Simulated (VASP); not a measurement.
Crystal: Te2Mo.

```xyz
6
Lattice="3.5182 0.0000 0.0000 -1.7591 3.0469 0.0000 0.0000 0.0000 13.9736" Properties=species:S:1:pos:R:3 pbc="T T T"
Te    0.0000    2.0312    8.6776
Te    1.7591    1.0156    1.6908
Te    0.0000    2.0312   12.2828
Te    1.7591    1.0156    5.2960
Mo    0.0000    2.0312    3.4934
Mo    1.7591    1.0156   10.4802
```

| Property | Result |
| --- | --- |
| Program | VASP 6.6.1 |
| Task | relaxation of cell and atoms |
| Functional | PBE |
| Dispersion | D3(BJ) |
| Potentials or basis | VASP PAW PBE potentials, release 64 (Te, Mo_sv) |
| Cutoff | 600 eV |
| k mesh | 6 × 6 × 2 |
| Occupations | gaussian, width 0.05 eV |
| Spin | no spin polarisation |

At the start: pressure -0.5 GPa; volume 24.96 Å³/atom.

Q: How do energy, volume and symmetry change on relaxing?

A: Over 7 steps the energy falls by 4.4 meV/atom and the volume is 24.15 Å³/atom (-3.2 %); space group P6_3/mmc (No. 194, to 0.05 Å).

Step by step:
```
step  energy change (eV)  largest force (eV/Å)  pressure (GPa)  volume (Å³)
   1              0.0000                0.1840           -0.54       149.79
   2             -0.0101                0.1709            0.07       147.97
   3             -0.0112                0.1653            0.36       147.15
   4             -0.0148                0.0483           -0.58       147.27
   5             -0.0151                0.0018           -0.37       147.24
   6             -0.0202                0.0014           -0.28       146.55
   7             -0.0265                0.0022           -0.02       144.93
```

Final structure:
```xyz
6
Lattice="3.4936 0.0000 0.0000 -1.7468 3.0256 0.0000 0.0000 0.0000 13.7111" Properties=species:S:1:pos:R:3 pbc="T T T"
Te    0.0000    2.0170    8.4636
Te    1.7468    1.0085    1.6081
Te    0.0000    2.0170   12.1030
Te    1.7468    1.0085    5.2475
Mo    0.0000    2.0170    3.4278
Mo    1.7468    1.0085   10.2833
```
